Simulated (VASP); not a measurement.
Here is the system:

```xyz
2
Lattice="0.0000 3.4037 3.4037 3.4037 0.0000 3.4037 3.4037 3.4037 0.0000" Properties=species:S:1:pos:R:3 pbc="T T T"
La     0.0000     0.0000     0.0000
As     1.7018     1.7018     1.7018
```

Computed with PBE GGA, VASP's PBE PAW potentials (set 64) (plane waves; VASP). Numerical set-up: 400 eV cut-off, 6×6×6 Γ-centred mesh, Gaussian smearing of 0.050 eV, potentials La As.

Task: What does the run give for the energy per atom (σ→0)?

Result: 
The energy per atom (σ→0) is -5.864 eV/atom.

Only differences to runs with the same potentials and settings are physical.

The structure was generated: LaAs was put into the zinc blende type (F-43m), which need not be its known phase. It was relaxed first, which changed the volume by -26 %. The start is the result of an earlier pass.
